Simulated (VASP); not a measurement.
A VASP calculation is set up with these files.

File POSCAR:
```
Ge
1
    0.0000000000     2.8979731255     2.8979731255
    2.8979731255     0.0000000000     2.8979731255
    2.8979731255     2.8979731255     0.0000000000
Ge
2
Direct
  0.0000000000   0.0000000000   0.0000000000
  0.2500000000   0.2500000000   0.2500000000
```

### KPOINTS
```
Automatic mesh
0
gamma
12 12 12
0 0 0
```

### INCAR
```
SYSTEM = Ge
PREC = Accurate; ENCUT = 520; LREAL = .False.
LASPH = .True.
EDIFF = 1E-7; NELM = 100; ALGO = Normal
LMAXMIX = 4
ISMEAR = -5
GGA = RE
ISIF = 2
LWAVE = .False.; LCHARG = .True.; LORBIT = 11
NEDOS = 601
```

POTCAR, in this order: Ge_d (PBE.64 set). Program: vasp_std.

Q: Write an equivalent input for Quantum ESPRESSO's pw.x.

A: One equivalent input (not run):
```
&CONTROL
  calculation = 'scf'
  pseudo_dir = './pseudo'
  outdir = './out'
  tprnfor = .true.
  tstress = .true.
/
&SYSTEM
  ibrav = 0
  nat = 2
  ntyp = 1
  ecutwfc = 78
  occupations = 'tetrahedra'
  input_dft = 'revpbe'
/
&ELECTRONS
  conv_thr = 7.3e-09
  electron_maxstep = 100
/
ATOMIC_SPECIES
  Ge 72.630 Ge.upf
CELL_PARAMETERS angstrom
     0.0000000    2.8979731    2.8979731
     2.8979731    0.0000000    2.8979731
     2.8979731    2.8979731    0.0000000
ATOMIC_POSITIONS crystal
  Ge   0.0000000  0.0000000  0.0000000
  Ge   0.2500000  0.2500000  0.2500000
K_POINTS automatic
  12 12 12 0 0 0
```
What does not carry over: the potentials are each code's own (VASP's PAW set, PseudoDojo norm-conserving files in pw.x), so ENCUT and ecutwfc are chosen apart and not converted; conv_thr bounds pw.x's estimated SCF error, while EDIFF bounds the energy change between steps.

The compound is Ge in the diamond structure. It was relaxed first, which changed the volume by +7 %.
